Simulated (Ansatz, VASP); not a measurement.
## Two plane-wave programs on CaAs2

```
CELL_PARAMETERS angstrom
2.66636 0.00000 0.00000
0.00000 3.85978 0.00000
0.00000 0.00000 5.33271
ATOMIC_POSITIONS crystal
Ca 0.00000 0.50000 0.50000
As 0.50000 0.00000 0.75000
As 0.50000 0.00000 0.25000
```

Alike in both runs: task relaxation of cell and atoms; functional PBE; k mesh 6 × 4 × 4; occupations gaussian, width 0.1 eV; no spin polarisation.

```csv
,VASP,Ansatz
version,VASP 6.6.1,Ansatz 0.2.0
potentials or method,"VASP PAW PBE potentials, release 64 (Ca_sv, As)","scalar-relativistic, plane waves, PAW"
plane-wave cutoff (eV),600,420
valence electrons in the cell,20,40
```

|  | VASP | Ansatz | Ansatz less VASP |
| --- | --- | --- | --- |
| gap on the k mesh at the Fermi level, each at its own relaxed structure (eV) | none | none | - |
| relaxed volume (Å³/atom) | 24.84 | 24.74 | -0.094 |
| relaxed cell length with the largest relative difference (Å) | 4.439 | 4.396 | -0.0426 |
| energy change over the relaxation (meV/atom) | -634 | -619 | +15.8 |

A gap of «none» marks a metal or a gap that the smearing closes. The two sets of potentials don't hold the same shells in valence.

Caveats: the k mesh is coarse (spacing up to 0.41 Å⁻¹), so the values aren't converged; the volume moved by over 15 % at a fixed basis, so the end points are rough.
